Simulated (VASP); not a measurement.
The system is NbC2.

```
Nb C
1.0
     3.31536    0.00000    0.00000
    -1.65768    2.87119    0.00000
     0.00000    0.00000    5.16712
Nb C
1 2
Direct
  0.00000 0.00000 0.00000
  0.33333 0.66667 0.35489
  0.33333 0.66667 0.64511
```

The cell was built by a generator and needn't be a form met in nature.

```yaml
Program: VASP 6.6.1
Task: relaxation of cell and atoms
Functional: PBE
Potentials_or_basis: VASP PAW PBE potentials, release 64 (Nb_sv, C)
Cutoff: 520 eV
k_mesh: 7 × 7 × 4
Occupations: gaussian, width 0.15 eV
Spin: no spin polarisation
```

At the start: pressure -41.6 GPa; volume 16.40 Å³/atom.

Task: How do energy, volume and symmetry change on relaxing?

Result: Over 21 steps the energy falls by 1181.8 meV/atom and the volume is 11.37 Å³/atom (-30.6 %); space group P-6m2 (No. 187, to 0.05 Å).

The path:
| step | energy change (eV) | largest force (eV/Å) | pressure (GPa) | volume (Å³) |
| --- | --- | --- | --- | --- |
| 1 | 0.0000 | 3.9585 | -41.64 | 49.19 |
| 2 | 44.9220 | 276.4361 | 521.43 | 23.76 |
| 3 | 0.5173 | 4.1779 | -41.67 | 47.37 |
| 4 | -0.5539 | 4.2423 | -42.04 | 45.68 |
| 5 | -2.8353 | 11.0439 | 16.25 | 33.80 |
| 6 | -2.9743 | 1.1316 | -22.98 | 38.50 |
| 7 | -3.2341 | 1.8596 | -12.98 | 36.70 |
| 8 | -3.2535 | 3.1659 | -8.19 | 36.11 |
| 9 | -3.0410 | 4.2123 | 15.89 | 31.38 |
| 10 | -3.4461 | 0.3928 | -1.78 | 34.18 |
| 11 | -3.4495 | 2.0860 | 11.90 | 32.69 |
| 12 | -3.4797 | 0.7462 | 4.55 | 33.43 |
| 13 | -3.5321 | 0.3662 | 2.41 | 33.62 |
| 14 | -3.5341 | 0.6275 | 2.01 | 33.66 |
| 15 | -3.5079 | 0.9606 | 1.21 | 34.31 |
| 16 | -3.5440 | 0.0568 | 1.53 | 33.89 |
| 17 | -3.5452 | 0.1088 | -0.42 | 34.22 |
| 18 | -3.5454 | 0.0918 | -0.45 | 34.16 |
| 19 | -3.5454 | 0.0875 | -0.15 | 34.11 |
| 20 | -3.5451 | 0.1689 | 0.48 | 34.13 |
| 21 | -3.5455 | 0.0281 | -0.24 | 34.12 |

Final structure:
```
Nb C
1.0
     3.17329    0.00000    0.00000
    -1.58665    2.74815    0.00000
     0.00000    0.00000    3.91249
Nb C
1 2
Cartesian
  0.0000 0.0000 0.0000
  0.0000 1.8321 1.2937
  0.0000 1.8321 2.6188
```

Caveat: the volume moved by over 15 % at a fixed basis, so the end points are rough.
